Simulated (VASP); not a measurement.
Consider the following.

```
CELL_PARAMETERS angstrom
      3.99332     0.00000     0.00000
      0.00000     3.99332     0.00000
      0.00000     0.00000     3.99332
ATOMIC_POSITIONS crystal
  Sr 0.00000 0.00000 0.00000
  Ti 0.50000 0.50000 0.50000
  O  0.50000 0.00000 0.50000
  O  0.00000 0.50000 0.50000
  O  0.50000 0.50000 0.00000
```

The numbers are results of vdW-DF2, VASP's PBE PAW potentials (set 64) (plane waves; VASP), not measurements. Settings: 520 eV cut-off, Gaussian smearing of 0.050 eV, potentials Sr_sv Ti_sv O.

**Question.** Predict the band gap (along the path) with the smallest direct gap where there is one.

**Answer.** 
```
Item                                    Value
------------------------------------  -------
band gap (along the path)             1.75 eV
smallest direct gap (along the path)  2.13 eV
```

Only differences to runs with the same potentials and settings are physical.

The compound is SrTiO3 in the cubic perovskite structure, the ideal cubic form; the compound distorts at low or room temperature. It was relaxed first, which changed the volume by +7 %.
